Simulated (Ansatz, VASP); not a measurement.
## SnPb4S2 (Pb/SnS2/Pb): VASP beside Ansatz

Wanted: the spread between two codes on one cell, functional and k mesh. The structure shown is the end of the VASP relaxation below.

Calculated with Ansatz 0.2.0; plane waves, with VASP 6.6.1 beside it; single point at PBE.

### Step 1. Set-up

The cell holds 14 atoms: 8 Pb, 4 S and 2 Sn. Its edges and angles: a = 3.680 Å, b = 3.680 Å, c = 47.662 Å, α = 90.0°, β = 90.0°, γ = 120.0°. It derives from  (Pb/SnS2/Pb). Vacuum lies along c.

### Step 2. VASP: relaxation, PBE

This run makes the geometry at which the two programs are then compared.

Lines of VASP's logs that name or quote its potential files are left out, and so is its time.

Input file INCAR:

```
SYSTEM = SnPb4S2
PREC = Normal
ENCUT = 300
EDIFF = 1E-05
NELM = 120
ISMEAR = -1
SIGMA = 0.1
LREAL = Auto
ALGO = Fast
GGA = PE
NBANDS = 46
LORBIT = 11
LWAVE = .FALSE.
LCHARG = .FALSE.
KPAR = 4
IBRION = 2
NSW = 60
ISIF = 2
EDIFFG = -0.03
POTIM = 0.4
MAXMIX = 40
IDIPOL = 3
LDIPOL = .TRUE.
DIPOL = 0.5 0.5 0.5
```

Input file POSCAR:

```
SnPb4S2
1.0
    3.6800000000      0.0000000000      0.0000000000
   -1.8400000000      3.1869734859      0.0000000000
    0.0000000000      0.0000000000     47.6617617562
Pb S Sn
8 4 2
Direct
    0.0000000000      0.0000000000      0.1678494396
    0.3333333300      0.6666666700      0.2273022767
    0.6666666700      0.3333333300      0.2867551139
    0.0000000000      0.0000000000      0.3462079510
    0.0000000000      0.0000000000      0.6537920490
    0.3333333300      0.6666666700      0.7132448861
    0.6666666700      0.3333333300      0.7726977233
    0.0000000000      0.0000000000      0.8321505604
    0.3333333300      0.6666666700      0.4070533728
    0.6666666700      0.3333333300      0.4691576655
    0.3333333300      0.6666666700      0.5308423345
    0.6666666700      0.3333333300      0.5929466272
    0.0000000000      0.0000000000      0.4381055192
    0.0000000000      0.0000000000      0.5618944808
```

Input file KPOINTS:

```
Automatic mesh
0
Gamma
8 8 1
0 0 0
```

PAW data sets: Pb, S and Sn (PBE family, release 64).

The run is started by

```console
$ mpirun -np 4 vasp_std
```

Numbers of over 12 decimals in the logs are rounded to 6 here.

The log of the run:

```text
[banner, memory and clock lines left out]
running    4 mpi-ranks, on    1 nodes
 distrk:  each k-point on    1 cores,    4 groups
 distr:  one band on    1 cores,    1 groups

 POSCAR found type information on POSCAR PbS Sn
 POSCAR found :  3 types and      14 ions
 LDA part: xc-table for (Slater+PW92), standard interpolation
 POSCAR, INCAR and KPOINTS ok, starting setup
 FFT: planning ... GRIDC
 FFT: planning ... GRID_SOFT
 FFT: planning ... GRID
 WAVECAR not read
 entering main loop
       N       E                     dE             d eps       ncg     rms          rms(c)
DAV:   1     0.293491429934E+03    0.29349E+03   -0.15519E+04   936   0.686E+02
DAV:   2    -0.134083051903E+02   -0.30690E+03   -0.29208E+03  1228   0.147E+02
DAV:   3    -0.538442891619E+02   -0.40436E+02   -0.39564E+02  1154   0.590E+01
DAV:   4    -0.556911940113E+02   -0.18469E+01   -0.18328E+01  1258   0.136E+01
DAV:   5    -0.557550408095E+02   -0.63847E-01   -0.63804E-01  1286   0.242E+00    0.165E+01
RMM:   6    -0.652170327515E+02   -0.94620E+01   -0.50202E+00   955   0.377E+00    0.166E+01
RMM:   7    -0.707483493365E+02   -0.55313E+01   -0.10324E+01  1028   0.474E+00    0.172E+01
RMM:   8    -0.602558633908E+02    0.10492E+02   -0.93648E+00  1020   0.434E+00    0.869E+00
RMM:   9    -0.564951116412E+02    0.37608E+01   -0.47157E+00   998   0.354E+00    0.583E+00
RMM:  10    -0.545798591552E+02    0.19153E+01   -0.69212E-01   948   0.196E+00    0.317E+00
RMM:  11    -0.544516180248E+02    0.12824E+00   -0.36309E-01  1048   0.113E+00    0.244E+00
RMM:  12    -0.543610720131E+02    0.90546E-01   -0.14647E-01  1070   0.718E-01    0.171E+00
RMM:  13    -0.543142882075E+02    0.46784E-01   -0.37927E-01  1108   0.105E+00    0.524E-01
RMM:  14    -0.543042153220E+02    0.10073E-01   -0.22977E-02  1019   0.437E-01    0.358E-01
RMM:  15    -0.543020132934E+02    0.22020E-02   -0.68034E-03   987   0.226E-01    0.187E-01
RMM:  16    -0.543015062544E+02    0.50704E-03   -0.58900E-03   956   0.161E-01    0.714E-02
RMM:  17    -0.543014280737E+02    0.78181E-04   -0.93424E-04   986   0.822E-02    0.479E-02
RMM:  18    -0.543013315602E+02    0.96513E-04   -0.24155E-04   928   0.425E-02    0.227E-02
RMM:  19    -0.543013450235E+02   -0.13463E-04   -0.13395E-04   895   0.260E-02    0.154E-02
RMM:  20    -0.543013557448E+02   -0.10721E-04   -0.20396E-05   642   0.130E-02    0.158E-02
RMM:  21    -0.543013635300E+02   -0.77852E-05   -0.31514E-05   740   0.138E-02
   1 F= -.54301364E+02 E0= -.54207793E+02  d E =-.543014E+02
[... from here on, the cycles between the ionic steps are left out ...]
   2 F= -.54339754E+02 E0= -.54244181E+02  d E =-.383910E-01
   3 F= -.54341961E+02 E0= -.54245722E+02  d E =-.405976E-01
   4 F= -.54352630E+02 E0= -.54255668E+02  d E =-.106686E-01
   5 F= -.54361512E+02 E0= -.54263064E+02  d E =-.195507E-01
   6 F= -.54364876E+02 E0= -.54266339E+02  d E =-.336442E-02
   7 F= -.54368090E+02 E0= -.54269454E+02  d E =-.657856E-02
   8 F= -.54368621E+02 E0= -.54269838E+02  d E =-.710930E-02
   9 F= -.54369606E+02 E0= -.54270883E+02  d E =-.809421E-02
  10 F= -.54371783E+02 E0= -.54273674E+02  d E =-.217687E-02
 trial-energy change:   -0.002177  1 .order   -0.002245   -0.004258   -0.000232
 step:   2.3697(harm=  2.3542)  dis= 0.01453  next Energy=   -54.371790 (dE=-0.218E-02)
 bond charge predicted
       N       E                     dE             d eps       ncg     rms          rms(c)
DAV:   1    -0.543717873008E+02   -0.11559E-04   -0.68167E-04  1096   0.812E-02    0.964E-02
RMM:   2    -0.543718109350E+02   -0.23634E-04   -0.46852E-05   794   0.232E-02    0.104E-01
RMM:   3    -0.543718108188E+02    0.11615E-06   -0.65377E-06   522   0.920E-03
  11 F= -.54371811E+02 E0= -.54273741E+02  d E =-.220485E-02
 curvature:  -2.18 expect dE=-0.301E-02 dE for cont linesearch -0.191E-07
 trial: gam= 0.73004 g(F)=  0.138E-02 g(S)=  0.000E+00 ort =-0.561E-05 (trialstep = 0.225E+01)
 search vector abs. value=  0.329E-02
 bond charge predicted
       N       E                     dE             d eps       ncg     rms          rms(c)
[... the rest is left out ...]
```

OUTCAR, selected parts (step 2):

```text
ion  position               nearest neighbor table
   1  0.000  0.000  0.168-   2 3.54   2 3.54   2 3.54
   2  0.333  0.667  0.227-   1 3.54   3 3.54   3 3.54   1 3.54   1 3.54   3 3.54
   3  0.667  0.333  0.287-   4 3.54   2 3.54   2 3.54   4 3.54   4 3.54   2 3.54
   4  0.000  0.000  0.346-   3 3.54   3 3.54   3 3.54
   5  0.000  0.000  0.654-   6 3.54   6 3.54   6 3.54
   6  0.333  0.667  0.713-   5 3.54   7 3.54   7 3.54   5 3.54   5 3.54   7 3.54
   7  0.667  0.333  0.773-   8 3.54   6 3.54   6 3.54   8 3.54   8 3.54   6 3.54
   8  0.000  0.000  0.832-   7 3.54   7 3.54   7 3.54
   9  0.333  0.667  0.407-  13 2.59  13 2.59  13 2.59
  10  0.667  0.333  0.469-  13 2.59  13 2.59  13 2.59
  11  0.333  0.667  0.531-  14 2.59  14 2.59  14 2.59
  12  0.667  0.333  0.593-  14 2.59  14 2.59  14 2.59
  13  0.000  0.000  0.438-  10 2.59   9 2.59  10 2.59  10 2.59   9 2.59   9 2.59
  14  0.000  0.000  0.562-  11 2.59  12 2.59  11 2.59  11 2.59  12 2.59  12 2.59

  LATTYP: Found a hexagonal cell.
 ALAT       =     3.6800000000
 C/A-ratio  =    12.9515656946

 Subroutine GETGRP returns: Found 12 space group operations
 (whereof 12 operations were pure point group operations)

The static configuration has the point symmetry D_3d.

 Found     10 irreducible k-points:

   k-points           NKPTS =     10   k-points in BZ     NKDIM =     10   number of bands    NBANDS=     46

   dimension x,y,z NGX =    16 NGY =   16 NGZ =  210
   dimension x,y,z NGXF=    32 NGYF=   32 NGZF=  420

   ENCUT  =  300.0 eV  22.05 Ry    4.70 a.u.   5.20  5.20 67.31*2*pi/ulx,y,z

   NELECT =      64.0000    total number of electrons

 k-points in reciprocal lattice and weights: Automatic mesh
   0.00000000  0.00000000  0.00000000       0.016
   0.12500000  0.00000000  0.00000000       0.094
   0.25000000  0.00000000  0.00000000       0.094
   0.37500000 -0.00000000  0.00000000       0.094
   0.50000000  0.00000000  0.00000000       0.047
   0.12500000  0.12500000  0.00000000       0.094
   0.25000000  0.12500000  0.00000000       0.188
   0.37500000  0.12500000  0.00000000       0.188
   0.25000000  0.25000000  0.00000000       0.094
   0.37500000  0.25000000  0.00000000       0.094

 dipolmoment           0.000000      0.000000      0.000000 electrons x Angstroem

 average (electrostatic) potential at core
       1 -45.6356       2 -45.5343       3 -45.5236       4 -45.7572       5 -45.7572
       6 -45.5236       7 -45.5343       8 -45.6356       9 -89.8028      10 -89.7592
      11 -89.7592      12 -89.8028      13 -47.9872      14 -47.9872

 E-fermi :   2.1293

 k-point     1 :       0.0000    0.0000    0.0000
  band No.  band energies     occupation
    ...
     24       0.3993      2.00000
     25       0.4290      2.00000
     26       0.4290      2.00000
     27       1.4159      1.99841
     28       1.6085      1.98911
     29       2.7962      0.00254
     30       3.1542      0.00007
     31       4.1815      0.00000
     32       4.2174      0.00000
     33       4.6242      0.00000
    ...

 k-point     2 :       0.1250    0.0000    0.0000
  band No.  band energies     occupation
    ...
     24       0.0965      2.00000
     25       0.4585      2.00000
     26       0.5007      2.00000
     27       1.7464      1.95745
     28       1.8048      1.92497
     29       3.1696      0.00006
     30       3.3397      0.00001
     31       4.1087      0.00000
     32       4.1278      0.00000
     33       4.8161      0.00000
    ...

 k-point     3 :       0.2500    0.0000    0.0000
  band No.  band energies     occupation
    ...
     26       0.4153      2.00000
     27       1.4028      1.99860
     28       1.4069      1.99854
     29       2.1217      1.03783
     30       2.1328      0.98251
     31       2.4580      0.07204
     32       2.4836      0.05624
     33       2.8784      0.00111
     34       3.0179      0.00028
     35       3.6081      0.00000
    ...

  Total       -2.6561543     -2.6561543      0.8549442      0.0000000     -0.0000000      0.0000000
  in kB       -7.6132050     -7.6132050      2.4504847      0.0000000     -0.0000000      0.0000000
  external PRESSURE =      -4.2586418 kB  Pullay stress =       0.0000000 kB

  energy-cutoff  :      300.00
  volume of cell :      558.98
      direct lattice vectors                 reciprocal lattice vectors
     3.680000000  0.000000000  0.000000000     0.271739130  0.156888660  0.000000000
    -1.840000000  3.186973486  0.000000000     0.000000000  0.313777320  0.000000000
     0.000000000  0.000000000 47.661761756     0.000000000  0.000000000  0.020981180

 POSITION                                       TOTAL-FORCE (eV/Angst)
 -----------------------------------------------------------------------------------
      0.00000      0.00000      8.05283         0.000000     -0.000000     -0.007354
     -0.00000      2.12465     10.75728         0.000000      0.000000     -0.014964
      1.84000      1.06232     13.61258         0.000000     -0.000000     -0.015818
      3.68000      0.00000     16.38120         0.000000     -0.000000     -0.024400
      0.00000      0.00000     31.28056         0.000000     -0.000000      0.024400
     -0.00000      2.12465     34.04919        -0.000000      0.000000      0.015818
      1.84000      1.06232     36.90448        -0.000000     -0.000000      0.014964
      0.00000      0.00000     39.60893         0.000000     -0.000000      0.007354
     -0.00000      2.12465     19.14685         0.000000     -0.000000      0.003579
      1.84000      1.06232     22.17965        -0.000000     -0.000000      0.017268
     -0.00000      2.12465     25.48211         0.000000     -0.000000     -0.017268
      1.84000      1.06232     28.51491        -0.000000      0.000000     -0.003579
      0.00000      0.00000     20.70893         0.000000     -0.000000     -0.005050
     -0.00000      0.00000     26.95283         0.000000      0.000000      0.005050
 -----------------------------------------------------------------------------------
    total drift:                                0.000000     -0.000000      0.000000

  FREE ENERGIE OF THE ION-ELECTRON SYSTEM (eV)
  ---------------------------------------------------
  free  energy   TOTEN  =       -54.4058147224 eV

  energy  without entropy=      -54.2018329024  energy(sigma->0) =      -54.30382381

 reached required accuracy - stopping structural energy minimisation

 vacuum level on the upper side and lower side of the slab         6.003         6.003

 total charge
# of ion       s       p       d       tot
------------------------------------------
    1        1.728   1.220   0.042   2.990
    2        1.744   1.266   0.059   3.069
    3        1.731   1.278   0.056   3.065
    4        1.746   1.137   0.053   2.937
    5        1.746   1.137   0.053   2.937
    6        1.731   1.278   0.056   3.065
    7        1.744   1.266   0.059   3.069
    8        1.728   1.220   0.042   2.990
    9        1.366   2.327   0.000   3.693
   10        1.367   2.327   0.000   3.694
   11        1.367   2.327   0.000   3.694
   12        1.366   2.327   0.000   3.693
   13        1.293   1.473   0.353   3.119
   14        1.293   1.473   0.353   3.119
--------------------------------------------------
tot         21.952  22.055   1.128  45.135

[... 3 further parts left out ...]
```

CONTCAR:

```
SnPb4S2
   1.00000000000000
     3.6800000000000002    0.0000000000000000    0.0000000000000000
    -1.8400000000000001    3.1869734858999998    0.0000000000000000
     0.0000000000000000    0.0000000000000000   47.6617617562000007
  Pb              S               Sn
     8     4     2
Direct
     0.0000000000000000    0.0000000000000000    0.1689578192100967
     0.3333333300000021    0.6666666699999979    0.2257004430543238
     0.6666666699999979    0.3333333300000021    0.2856079201706068
     1.0000000000000000    0.0000000000000000    0.3436969418404220
     0.0000000000000000    0.0000000000000000    0.6563030581595781
     0.3333333300000021    0.6666666699999979    0.7143920798293933
     0.6666666699999979    0.3333333300000021    0.7742995569456760
     0.0000000000000000    0.0000000000000000    0.8310421807899036
     0.3333333300000021    0.6666666699999979    0.4017235160113424
     0.6666666699999979    0.3333333300000021    0.4653551979099174
     0.3333333300000021    0.6666666699999979    0.5346448020900820
     0.6666666699999979    0.3333333300000021    0.5982764839886575
     0.0000000000000000    0.0000000000000000    0.4344977667890321
     0.0000000000000000    0.0000000000000000    0.5655022332109676
```

The data sets Pb and Sn keep the semicore shell frozen, which is cheaper and a little less accurate.

[end of part 1 of 2]

[Lines on the potential files, build, host, timing and source positions are cut from VASP's logs without a mark.]

[Logs are printed without paths, hosts, clocks, repeated set-up lines and the standing remarks that a program may print on its own settings, such as how far it seeks lower states.]

[Hosts, paths, dates, database ids (printed as entryN), source tags and the programs' standing remarks are cut or masked in the printed files.]
